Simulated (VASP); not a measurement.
Given:

```xyz
2
Lattice="0.0000 3.2501 3.2501 3.2501 0.0000 3.2501 3.2501 3.2501 0.0000" Properties=species:S:1:pos:R:3 pbc="T T T"
Te     3.2501     3.2501     3.2501
Pb     0.0000     0.0000     0.0000
```

All values below come from HSEsol screened hybrid, VASP's PBE PAW potentials (set 64) (plane waves; VASP). Settings: 520 eV cut-off, 6×6×6 Γ-centred mesh, Gaussian smearing of 0.050 eV, potentials Te Pb_d.

Give the stress tensor in GPa (positive for a compressed cell).

```
-1.44   0.00   0.00
 0.00  -1.44   0.00
 0.00   0.00  -1.44
```
The pressure is its mean diagonal, -1.44 GPa.

The compound is PbTe in the rock salt structure. This cell is one point of a volume scan, at 0.97 of the reference volume. The cell's shape comes from a PBE relaxation.
